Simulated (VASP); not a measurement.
Data:

```xyz
3
Lattice="1.8554 -3.2136 0.0000 1.8554 3.2136 0.0000 0.0000 0.0000 7.7497" Properties=species:S:1:pos:R:3 pbc="T T T"
Zr     0.0000     0.0000     0.0000
S      1.8554     1.0712     1.4496
S      1.8554    -1.0712     6.3001
```

All values below come from revPBE GGA, VASP's PBE PAW potentials (set 64) (plane waves; VASP 6.6.1). Numerical set-up: 520 eV cut-off, 6×6×3 Γ-centred mesh, Gaussian smearing of 0.050 eV, potentials Zr_sv S.

Without a dispersion term in the relaxation, distances and binding between the weakly bound layers, chains or molecules are unreliable, and so is what depends on them.

Problem. Estimate the energy per atom (σ→0).

Solution. 
The energy per atom (σ→0) is -6.870 eV/atom.

Only differences to runs with the same potentials and settings are physical.

The compound is ZrS2 in the 1T layered structure. It was relaxed first, which changed the volume by +37 %. The start is the result of an earlier pass.
